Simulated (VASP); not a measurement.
## Hf under biaxial strain in the (0001) plane

Wanted: the elastic response of Hf to biaxial strain in the (0001) plane, with a fit that predicts a row left out.

Program: VASP 6.6.1. Level of theory: PBEsol; plane waves and PAW (Hf_sv_GW), in the first sound run; inputs show where later runs differ. Results are calculated unless marked as measured.

## (1) The structure

It takes space group P6_3/mmc (No. 194, hexagonal). The conventional cell has a = 3.200 Å, b = 3.200 Å, c = 5.062 Å, α = 90.00°, β = 90.00°, γ = 120.00°. Nearest to Hf lie 12 Hf at 3.13 to 3.20 Å.

Structure file:

```xyz
2
Lattice="3.2000 0.0000 0.0000 -1.6000 2.7713 0.0000 0.0000 0.0000 5.0624" Properties=species:S:1:pos:R:3 pbc="T T T"
Hf    0.0000    0.0000    0.0000
Hf    0.0000    1.8475    2.5312
```

## (2) Relax the crystal, PBEsol

The series starts from the cell that this level prefers, so that zero strain is near zero stress.

This step took 2 runs in a row; the last is shown.

Level: PBEsol; plane waves and PAW (Hf_sv_GW).

File INCAR:

```
SYSTEM = Hf
PREC = Accurate
ENCUT = 470
EDIFF = 1E-07
NELM = 120
ISMEAR = 1
SIGMA = 0.15
LREAL = .FALSE.
ALGO = Normal
GGA = PS
NBANDS = 18
LASPH = .TRUE.
LORBIT = 11
LWAVE = .FALSE.
LCHARG = .FALSE.
KPAR = 8
IBRION = 2
NSW = 40
ISIF = 3
EDIFFG = -0.005
POTIM = 0.4
```

File POSCAR:

```
Hf
1.0
    3.1523048518      0.0000000000      0.0000000000
   -1.5761524259      2.7299760821      0.0000000000
    0.0000000000      0.0000000000      4.9836531061
Hf
2
Direct
    0.0000000000      0.0000000000      0.0000000000
    0.3333333333      0.6666666667      0.5000000000
```

File KPOINTS:

```
Automatic mesh
0
Gamma
21 21 12
0 0 0
```

Potentials, in the order of the species: Hf_sv_GW (PBE family, release 64).

Command:

```console
$ mpirun -np 8 vasp_std
```

The program printed:

```text
[banner, memory and clock lines left out]
running    8 mpi-ranks, on    1 nodes
[...]
|                                                                             |
|           W    W    AA    RRRRR   N    N  II  N    N   GGGG   !!!           |
|           W    W   A  A   R    R  NN   N  II  NN   N  G    G  !!!           |
|           W    W  A    A  R    R  N N  N  II  N N  N  G       !!!           |
|           W WW W  AAAAAA  RRRRR   N  N N  II  N  N N  G  GGG   !            |
|           WW  WW  A    A  R   R   N   NN  II  N   NN  G    G                |
|           W    W  A    A  R    R  N    N  II  N    N   GGGG   !!!           |
|                                                                             |
|     For optimal performance we recommend to set                             |
|       NCORE = 2 up to number-of-cores-per-socket                            |
|     NCORE specifies how many cores store one orbital (NPAR=cpu/NCORE).      |
|     This setting can greatly improve the performance of VASP for DFT.       |
[...]
DAV:   7    -0.267146863338E+02   -0.12327E-06   -0.15673E-07  9570   0.325E-03    0.376E-03
DAV:   8    -0.267146862561E+02    0.77768E-07   -0.16154E-08  6776   0.742E-04
   2 F= -.26714686E+02 E0= -.26715193E+02  d E =-.583202E-05
 trial-energy change:   -0.000006  1 .order   -0.000006   -0.000099    0.000087
 step:   0.5327(harm=  0.5327)  dis= 0.00000  next Energy=   -26.714707 (dE=-0.264E-04)
[...]
N       E                     dE             d eps       ncg     rms          rms(c)
DAV:   1    -0.267149463528E+02   -0.26002E-03   -0.87971E-03 12184   0.860E-01    0.113E+00
DAV:   2    -0.267147486901E+02    0.19766E-03   -0.45643E-04 12226   0.185E-01    0.830E-01
DAV:   3    -0.267147219375E+02    0.26753E-04   -0.39270E-05 12488   0.486E-02    0.574E-01
DAV:   4    -0.267147059695E+02    0.15968E-04   -0.69368E-05 12806   0.667E-02    0.206E-02
DAV:   5    -0.267147067073E+02   -0.73777E-06   -0.53613E-06 13118   0.169E-02    0.137E-01
DAV:   6    -0.267147064245E+02    0.28275E-06   -0.91505E-07 12848   0.594E-03    0.200E-03
DAV:   7    -0.267147063493E+02    0.75186E-07   -0.34092E-08  6490   0.155E-03
   3 F= -.26714706E+02 E0= -.26715212E+02  d E =-.259253E-04
[...]
reached required accuracy - stopping structural energy minimisation
```

The job ended after 28 s (8 MPI ranks of Intel Xeon 6975P-C (Granite Rapids), shared host; peak memory 2.7 GiB; 3.1 min of CPU time).

The logs omit lines about the potential files and the build; timing stands in the text.

From OUTCAR (step 2):

```text
  Total       -0.0008626     -0.0008626      0.0007599     -0.0000000     -0.0000000      0.0000000
  in kB       -0.0322655     -0.0322655      0.0284251     -0.0000000     -0.0000000      0.0000000
  external PRESSURE =      -0.0120353 kB  Pullay stress =       0.0000000 kB

 POSITION                                       TOTAL-FORCE (eV/Angst)
 -----------------------------------------------------------------------------------
     -0.00000     -0.00000      4.98153        -0.000000      0.000000     -0.000000
     -0.00000      1.81921      2.49077         0.000000     -0.000000      0.000000
 -----------------------------------------------------------------------------------
    total drift:                                0.000000     -0.000000     -0.000000

  FREE ENERGIE OF THE ION-ELECTRON SYSTEM (eV)
  ---------------------------------------------------
  free  energy   TOTEN  =       -26.7147063493 eV

  energy  without entropy=      -26.7162247928  energy(sigma->0) =      -26.71521250

 reached required accuracy - stopping structural energy minimisation

[... 3 further parts left out ...]
[key lines of the parts left out:]
E-fermi :   9.1151
```

This run gave:

```
energy(sigma→0) of the program : -26.7152 eV
stress, compression positive   : xx, yy, zz 0.00, 0.00, 0.00 GPa
volume                         : 42.833 Å³
ionic steps                    : 3
```

## (3) Strain along the normal, PBEsol

One member in full: the plane is strained by 0.5 %, and the strain along the normal is moved by secant steps until the normal stress is under 0.012 GPa or five steps are spent; the atoms relax at each step.

This step took 2 runs, each at a new trial strain with the atoms of the one before; the last is shown.

Level: PBEsol; plane waves and PAW (Hf_sv_GW).

Changes to INCAR since step 2:

```diff
@@ -15,7 +15,7 @@
 LCHARG = .FALSE.
-KPAR = 8
-IBRION = 2
-NSW = 40
-ISIF = 3
-EDIFFG = -0.005
-POTIM = 0.4
+KPAR = 2
+IBRION = 1
+NSW = 25
+ISIF = 2
+EDIFFG = -0.004
+POTIM = 0.3
```

File POSCAR:

```
Hf
1.0
    3.1667172880      0.0000000000      0.0000000000
   -1.5833586440      2.7424576180      0.0000000000
    0.0000000000      0.0000000000      4.9632928670
Hf
2
Direct
    0.0000000000      0.0000000000      0.0000000000
    0.3333333333      0.6666666667      0.5000000000
```

KPOINTS is that of step 2.

Command:

```console
$ mpirun -np 2 vasp_std
```

The program printed:

```text
[banner, memory and clock lines left out]
running    2 mpi-ranks, on    1 nodes
[...]
[... a notice as in an earlier step ...]

 LDA part: xc-table for (Slater+PW92), standard interpolation
 POSCAR, INCAR and KPOINTS ok, starting setup
[...]
entering main loop
       N       E                     dE             d eps       ncg     rms          rms(c)
DAV:   1     0.182867663957E+03    0.18287E+03   -0.13560E+04 12192   0.119E+03
DAV:   2    -0.187793141988E+02   -0.20165E+03   -0.19897E+03 16264   0.325E+02
DAV:   3    -0.279757234602E+02   -0.91964E+01   -0.91461E+01 14794   0.695E+01
DAV:   4    -0.280603523448E+02   -0.84629E-01   -0.84396E-01 16084   0.675E+00
[...]
DAV:  11    -0.267145008102E+02   -0.68587E-05   -0.31287E-05 16620   0.484E-02    0.541E-01
DAV:  12    -0.267145004130E+02    0.39717E-06   -0.38522E-07 12530   0.426E-03    0.173E-01
DAV:  13    -0.267145004330E+02   -0.20041E-07   -0.36958E-08  9420   0.207E-03
   1 F= -.26714500E+02 E0= -.26715053E+02  d E =-.267145E+02
 BRION: g(F)=  0.263E-46 g(S)=  0.000E+00
 reached required accuracy - stopping structural energy minimisation
```

Elapsed: 34 s, on 2 MPI ranks; peak memory 0.61 GiB.

OUTCAR, selected parts (step 3):

```text
  Total       -0.2855730     -0.2855730     -0.0017989     -0.0000000      0.0000000      0.0000000
  in kB      -10.6147212    -10.6147212     -0.0668631     -0.0000000      0.0000000      0.0000000
  external PRESSURE =      -7.0987685 kB  Pullay stress =       0.0000000 kB

 POSITION                                       TOTAL-FORCE (eV/Angst)
 -----------------------------------------------------------------------------------
      0.00000      0.00000      0.00000        -0.000000     -0.000000      0.000000
     -0.00000      1.82831      2.48165         0.000000      0.000000      0.000000
 -----------------------------------------------------------------------------------
    total drift:                                0.000000     -0.000000     -0.000000

  FREE ENERGIE OF THE ION-ELECTRON SYSTEM (eV)
  ---------------------------------------------------
  free  energy   TOTEN  =       -26.7145004330 eV

  energy  without entropy=      -26.7161593488  energy(sigma->0) =      -26.71505340

[... 2 parts as in an earlier step ...]

[... 2 further parts left out ...]
[key lines of the parts left out:]
E-fermi :   9.0478
```

This run gave:

| Property | Result |
| --- | --- |
| energy(sigma→0) of the program | -26.7151 eV |
| stress, compression positive | xx, yy, zz -1.06, -1.06, -0.01 GPa |
| ionic steps | 1 |

## (4) The whole series

The other members went through these steps as far as the tables show, with the same cutoff and, step by step, the same mesh; 19 runs are not shown. The session took 0.53 core hours (wall time by ranks) on a shared machine.

```
in-plane strain (%)  strain along the normal (%)  in-plane stress, tension positive (GPa)  energy above the unstrained row, extrapolated to no smearing (meV/atom)
             -2.000                        1.555                                   -4.434                                                                   14.565
             -1.500                        1.158                                   -3.288                                                                    8.714
             -1.000                        0.767                                   -2.165                                                                    4.341
             -0.500                        0.374                                        ?                                                                        ?
                  0                        0.000                                    0.007                                                                    0.000
              0.500                       -0.366                                    1.061                                                                   -0.064
              1.000                       -0.721                                    2.094                                                                    1.264
              1.500                       -1.065                                    3.102                                                                    3.943
              2.000                       -1.400                                    4.083                                                                    7.971
```

## (5) A fit to the known rows

Fitting a parabola to the 8 known rows (e: strain in %) gives stress = − 0.04596 e² + 2.129 e + 0.009102 in GPa; the residuals are 0.0014 GPa r.m.s.

For the withheld row, e = -0.5, the fit gives -1.067 GPa.

## (6) Prediction against calculation

The calculation gives -1.074 GPa, so the prediction is 0.007 GPa too high, more than twice the residual of the fit.

Slopes at zero strain, from cubics through all rows: strain ratio -0.744, stress over strain 213 GPa. For (0001) the ratio is −2C₁₃/C₃₃.

## (7) What came out

```
error of the predicted stress      : 0.007 GPa
ratio of normal to in-plane strain : -0.744
biaxial modulus                    : 213 GPa
```

As a check, the curvature of the energy gives 210 GPa for the same modulus (energy per volume = M × strain²), 2 % from the slope of the stress; these energies are extrapolated to no smearing, while the stress belongs to the free energy, so part of the difference may come from that. The energy also has a linear term worth 0.56 GPa that the stress column lacks, a mark of the finite basis or of the smearing. These are static values: temperature and zero-point motion are left out. In a metal the slopes also depend on mesh and smearing, which were held through the series.

[Lines on the potential files, build, host, timing and source positions are cut from VASP's logs without a mark.]

[Logs are printed without paths, hosts, clocks, repeated set-up lines and the standing remarks that a program may print on its own settings, such as how far it seeks lower states.]

[Hosts, paths, dates, database ids (printed as entryN), source tags and the programs' standing remarks are cut or masked in the printed files.]

[In band tables of VASP the shares of atoms and orbitals are scaled to a sum of 1 inside the atoms' spheres.]
